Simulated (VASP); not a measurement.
A run of VASP 6.6.1 is set up as follows.

Contents of INCAR:

```
SYSTEM = ZrGaC5
ALGO     = Normal         ! electronic algorithm
EDIFF    = 1E-6           ! SCF threshold, eV
EDIFFG   = -0.04          ! ionic threshold
ENCUT    = 600            ! plane-wave cutoff, eV
GGA      = PE             ! functional
IBRION   = 2              ! ionic algorithm
ISIF     = 3              ! what is computed and relaxed
ISMEAR   = 0              ! smearing method
LASPH    = .True.         ! aspherical terms in the spheres
LCHARG   = .False.        ! write CHGCAR
LREAL    = .False.        ! projectors in reciprocal space
LWAVE    = .False.        ! write WAVECAR
NELM     = 100            ! most SCF steps
NSW      = 90             ! ionic steps
PREC     = Accurate       ! precision mode
SIGMA    = 0.1            ! smearing width, eV
```

KPOINTS

```
k-points
0
Gamma
  4 4 4
  0 0 0
```

POSCAR

```
ZrGaC5
1.0
    3.8859821500      0.0000000000      0.0000000000
    0.0000000000      3.8859821500      0.0000000000
    0.0000000000      0.0000000000      6.2934101800
Zr Ga C
1 1 5
Direct
    0.0000000000      0.0000000000      0.0000000000
    0.0000000000      0.0000000000      0.5000000000
    0.5000000000      0.5000000000      0.0000000000
    0.5000000000      0.0000000000      0.3007800000
    0.0000000000      0.5000000000      0.3007800000
    0.5000000000      0.0000000000      0.6992200000
    0.0000000000      0.5000000000      0.6992200000
```

Potentials or basis: VASP PAW PBE potentials, release 64 (Zr_sv, Ga_d, C).

Run with:

```bash
$ cat potpaw_PBE.64/Zr_sv/POTCAR potpaw_PBE.64/Ga_d/POTCAR potpaw_PBE.64/C/POTCAR > POTCAR
$ mpirun -np 1 vasp_std > vasp.out
```

Problem. What does it give for the space group after relaxing (to 0.05 Å)?

Solution. P4/mmm (No. 123).

Problem. Estimate the band gap on the k mesh.

Solution. None (metal or under the smearing width).

Problem. Predict the relaxed volume.

Solution. 10.04 Å³/atom.

Problem. Predict the relaxed cell.

Solution. a = 3.159 Å, b = 3.159 Å, c = 7.043 Å, α = 90.00°, β = 90.00°, γ = 90.00°.

Final structure:
```
CELL_PARAMETERS angstrom
3.15907 0.00000 0.00000
0.00000 3.15907 0.00000
0.00000 0.00000 7.04305
ATOMIC_POSITIONS crystal
Zr 0.00000 0.00000 0.00000
Ga 0.00000 0.00000 0.50000
C 0.50000 0.50000 0.00000
C 0.50000 0.00000 0.27507
C 0.00000 0.50000 0.27507
C 0.50000 0.00000 0.72493
C 0.00000 0.50000 0.72493
```

Caveat: the k mesh is coarse (spacing up to 0.40 Å⁻¹), so the values aren't converged; the volume moved by over 15 % at a fixed basis, so the end points are rough.
